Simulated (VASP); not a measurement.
# MoS2: the relaxed cell at several levels, part 4 of 4

How close do the usual functionals, with and without dispersion, come to the cell of MoS2? The start is a cell from a database of measured crystal structures.

VASP 6.6.1, plane waves and PAW; the level of theory is named at each step.

So far. Step 7 (Relaxation with r2SCAN + rVV10): It ends at 18.08 Å³/atom, +1.2 % from the start, with 0.04 GPa left. The conventional cell has a = 3.174 and c = 12.427 Å. Against plain r2SCAN, the dispersion term moves a by -0.3 % and c by -4.0 %. Step 8 (Relaxation with optB88-vdW): It ends at 18.34 Å³/atom, +2.7 % from the start, with -0.03 GPa left. The conventional cell has a = 3.193 and c = 12.463 Å.

The database entry behind the starting cell differs from later determinations by our own check (about 0.3 % long), so it need not match the best structure at ambient conditions.

## (9) Relaxation with PBE + D4

This step: PBE with D4; plane waves and PAW (Mo_sv, S) (VASP 6.6.1).

D4 lets the coefficients depend on atomic charges too.

Contents of INCAR:

```
SYSTEM = MoS2
PREC = Accurate
ENCUT = 520
EDIFF = 1E-06
NELM = 100
ISMEAR = -1
SIGMA = 0.05
LREAL = .FALSE.
ALGO = Normal
GGA = PE
IVDW = 13
NBANDS = 32
LASPH = .TRUE.
LORBIT = 11
LWAVE = .FALSE.
LCHARG = .FALSE.
KPAR = 4
IBRION = 2
NSW = 60
ISIF = 3
EDIFFG = -0.01
```

Contents of POSCAR:

```
MoS2
1.0
    3.1690000000      0.0000000000      0.0000000000
   -1.5845000000      2.7444345046      0.0000000000
    0.0000000000      0.0000000000     12.3240000000
Mo S
2 4
Direct
    0.3333333333      0.6666666667      0.2500000000
    0.6666666667      0.3333333333      0.7500000000
    0.3333333333      0.6666666667      0.6230000000
    0.6666666667      0.3333333333      0.1230000000
    0.3333333333      0.6666666667      0.8770000000
    0.6666666667      0.3333333333      0.3770000000
```

Contents of KPOINTS:

```
Automatic mesh
0
Gamma
10 10 3
0 0 0
```

PAW data sets: Mo_sv and S (PBE family, release 64).

Started as:

```sh
$ mpirun -np 4 vasp_std
```

Log:

```text
[... set-up lines as in an earlier step ...]
 entering main loop
       N       E                     dE             d eps       ncg     rms          rms(c)
[... 15 cycles as in an earlier step ...]
   1 F= -.46161156E+02 E0= -.46161155E+02  d E =-.461612E+02
[... from here on, the cycles between the ionic steps are left out ...]
   2 F= -.46146839E+02 E0= -.46146838E+02  d E =0.143170E-01
   3 F= -.46167248E+02 E0= -.46167247E+02  d E =-.609239E-02
   4 F= -.46168473E+02 E0= -.46168472E+02  d E =-.122508E-02
   5 F= -.46168509E+02 E0= -.46168508E+02  d E =-.126097E-02
   6 F= -.46168495E+02 E0= -.46168494E+02  d E =-.124642E-02
   7 F= -.46168519E+02 E0= -.46168518E+02  d E =-.127052E-02
   8 F= -.46169045E+02 E0= -.46169044E+02  d E =-.526392E-03
   9 F= -.46170267E+02 E0= -.46170266E+02  d E =-.174855E-02
  10 F= -.46170980E+02 E0= -.46170978E+02  d E =-.246091E-02
  11 F= -.46171007E+02 E0= -.46171005E+02  d E =-.248803E-02
  12 F= -.46170503E+02 E0= -.46170501E+02  d E =0.504186E-03
  13 F= -.46170990E+02 E0= -.46170988E+02  d E =0.169099E-04
[...]
reached required accuracy - stopping structural energy minimisation
```

Wall time 3.2 min (4 MPI ranks of AMD EPYC 7R43, shared host); peak memory 1 GiB.

OUTCAR, selected parts (step 9):

```text
  Edisp (eV):   -2.60172

  Total      -0.01323    -0.01323     0.00446    -0.00000     0.00000    -0.00000
  in kB      -0.20224    -0.20224     0.06822    -0.00000     0.00000    -0.00000
  external pressure =       -0.11 kB  Pullay stress =        0.00 kB

 POSITION                                       TOTAL-FORCE (eV/Angst)
 -----------------------------------------------------------------------------------
     -0.00000      1.82064      3.04141        -0.000000     -0.000000     -0.000000
      1.57672      0.91032      9.12424         0.000000      0.000000      0.000000
     -0.00000      1.82064      7.56070         0.000000     -0.000000     -0.000933
      1.57672      0.91032      1.47787        -0.000000     -0.000000     -0.000933
     -0.00000      1.82064     10.68778         0.000000      0.000000      0.000933
      1.57672      0.91032      4.60496        -0.000000      0.000000      0.000933
 -----------------------------------------------------------------------------------
    total drift:                               -0.000000      0.000000     -0.000000

  FREE ENERGIE OF THE ION-ELECTRON SYSTEM (eV)
  ---------------------------------------------------
  free  energy   TOTEN  =       -46.1709899217 eV

  energy  without entropy=      -46.1709864065  energy(sigma->0) =      -46.17098816

[... 2 parts as in an earlier step ...]

[... 2 further parts left out ...]
[key lines of the parts left out:]
E-fermi :   8.2035
```

It ends at 17.46 Å³/atom, -2.3 % from the start, with -0.01 GPa left. The conventional cell has a = 3.153 and c = 12.166 Å. Against plain PBE, the dispersion term moves a by -1.0 % and c by -12.7 %.

## (10) The cells as a table

This step: relaxed cells at several levels; plane waves and PAW (VASP 6.6.1).

No new run; the numbers come from the runs before.

Lengths are those of the conventional cell; cost is the wall time of each run, as given at its step, times its ranks, without the set-up around it. Results by level, by row:

| level | volume (Å³/atom) | change from the start (%) | a (Å) | c (Å) | cost (core minutes) |
| --- | --- | --- | --- | --- | --- |
| LDA | 17.03 | -4.7 | 3.126 | 12.07 | 19.1 |
| PBEsol | 17.9 | 0.2 | 3.142 | 12.56 | 24.3 |
| PBE | 20.41 | 14.2 | 3.185 | 13.94 | 41.7 |
| r2SCAN | 18.96 | 6.1 | 3.185 | 12.95 | 70.9 |
| PBE + D3(BJ) | 17.29 | -3.2 | 3.148 | 12.09 | 15 |
| r2SCAN + rVV10 | 18.08 | 1.2 | 3.174 | 12.43 | 95.1 |
| optB88-vdW | 18.34 | 2.7 | 3.193 | 12.46 | 53.1 |
| PBE + D4 | 17.46 | -2.3 | 3.153 | 12.17 | 12.7 |

## (11) Results

| Item | Value |
| --- | --- |
| volume, LDA | 17.03 Å³/atom |
| volume, PBEsol | 17.90 Å³/atom |
| volume, PBE | 20.41 Å³/atom |
| volume, r2SCAN | 18.96 Å³/atom |
| volume, PBE + D3(BJ) | 17.29 Å³/atom |
| volume, r2SCAN + rVV10 | 18.08 Å³/atom |
| volume, optB88-vdW | 18.34 Å³/atom |
| volume, PBE + D4 | 17.46 Å³/atom |

What this shows: For MoS2 the levels give volumes between 17.03 Å³/atom (LDA) and 20.41 Å³/atom (PBE), a spread of 19.8 %, while the cost of the finished runs spans a factor of 7.5. Only c has a measured value here, so the levels are not ranked on the whole cell. The costs hold the number of ionic steps as well as the price of the functional. The closing table has room for seven levels; PBE + D4 stands in the table of levels alone. Adding D3(BJ) to PBE changes the volume by -15.3 % (a by -1.2 % and c by -13.3 %). Adding rVV10 to r2SCAN changes the volume by -4.7 % (a by -0.3 % and c by -4.0 %). Adding D4 to PBE changes the volume by -14.4 % (a by -1.0 % and c by -12.7 %). The bonds form layers, and the correction acts mostly on one axis: the spacing that dispersion holds. Within 0.02 Å all end in space group P6_3/mmc; the runs can't lower the symmetry of the start. Each is a single relaxation on the plane waves of the start cell, so larger changes of volume carry a basis-set error that was not tested here.

Calculation against experiment:

| quantity | measured | LDA | PBEsol | PBE | r2SCAN | PBE + D3(BJ) | r2SCAN + rVV10 | optB88-vdW |
| --- | --- | --- | --- | --- | --- | --- | --- | --- |
| lattice constant c (Å) | 12.32 | 12.072 (-2.0 %) | 12.563 (+2.0 %) | 13.935 (+13.1 %) | 12.946 (+5.1 %) | 12.085 (-1.9 %) | 12.427 (+0.9 %) | 12.463 (+1.2 %) |

Measured values from pmc:4877596 (2016).

**Verdict.** For the lattice constant c, of the levels listed nearest comes r2SCAN + rVV10 (+0.9 %, fair agreement) and farthest PBE (+13.1 %, a clear miss). The grades are ours: good and fair within 0.8 and 2 % for the lattice constant c. Zero-point motion and thermal expansion are not in the computed lattice constants.

[Lines on the potential files, build, host, timing and source positions are cut from VASP's logs without a mark.]

[Logs are printed without paths, hosts, clocks, repeated set-up lines and the standing remarks that a program may print on its own settings, such as how far it seeks lower states.]

[Hosts, paths, dates, database ids (printed as entryN), source tags and the programs' standing remarks are cut or masked in the printed files.]

[A measured line is paired with the nearest computed mode of its activity, which favours agreement.]
